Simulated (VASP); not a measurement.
An input for Quantum ESPRESSO's pw.x (written as the equivalent of a VASP run, and not itself run):

```
&CONTROL
  calculation = 'scf'
  pseudo_dir = './pseudo'
  outdir = './out'
  tprnfor = .true.
  tstress = .true.
/
&SYSTEM
  ibrav = 0
  nat = 5
  ntyp = 3
  ecutwfc = 82
  occupations = 'tetrahedra'
  input_dft = 'pbesol'
/
&ELECTRONS
  conv_thr = 7.3e-09
  electron_maxstep = 100
/
ATOMIC_SPECIES
  Y 88.906 Y.upf
  In 114.818 In.upf
  C 12.011 C.upf
CELL_PARAMETERS angstrom
     4.8661460    0.0000000    0.0000000
     0.0000000    4.8661460    0.0000000
     0.0000000    0.0000000    4.8661460
ATOMIC_POSITIONS crystal
  Y    0.5000000  0.0000000  0.5000000
  Y    0.0000000  0.5000000  0.5000000
  Y    0.5000000  0.5000000  0.0000000
  In   0.0000000  0.0000000  0.0000000
  C    0.5000000  0.5000000  0.5000000
K_POINTS automatic
  7 7 7 0 0 0
```

Problem. Translate this input to VASP (INCAR, KPOINTS, POSCAR, choice of POTCAR).

Solution. This is not unique; one that fits is 
### INCAR
```
! general
SYSTEM  = Y3InC
PREC    = Accurate
ENCUT   = 520   ! plane-wave cut-off (eV)
LREAL   = .False.
LASPH   = .True.   ! aspherical one-centre terms

! electronic loop
EDIFF   = 1E-7   ! SCF stop (eV)
NELM    = 100   ! most electronic steps
ALGO    = Normal
LMAXMIX = 4   ! l cut-off of mixed one-centre charges

! smearing
ISMEAR  = -5

! functional
GGA     = PS

! ions
ISIF    = 2

! output
LWAVE   = .False.
LCHARG  = .True.
LORBIT  = 11   ! lm-projected
NEDOS   = 601

! other
LEFG    = .True.
```

**KPOINTS**
```
Regular mesh
0
Gamma
7 7 7
0 0 0
```

**POSCAR**
```
Y3InC
1
    4.8661459602     0.0000000000     0.0000000000
    0.0000000000     4.8661459602     0.0000000000
    0.0000000000     0.0000000000     4.8661459602
Y In C
3 1 1
Direct
  0.5000000000   0.0000000000   0.5000000000
  0.0000000000   0.5000000000   0.5000000000
  0.5000000000   0.5000000000   0.0000000000
  0.0000000000   0.0000000000   0.0000000000
  0.5000000000   0.5000000000   0.5000000000
```

POTCAR, in this order: Y_sv In_d C (PBE.64 set). Program: vasp_std.

The two are equivalent in intent, not identical: the potentials are each code's own (VASP's PAW set, PseudoDojo norm-conserving files in pw.x), so ENCUT and ecutwfc are chosen apart and not converted; conv_thr bounds pw.x's estimated SCF error, while EDIFF bounds the energy change between steps; the field gradients of LEFG aren't asked of the other code.

The structure comes from a computed database's Y3InC entry (Pm-3m); how it stands against other phases isn't given here. It was relaxed first.
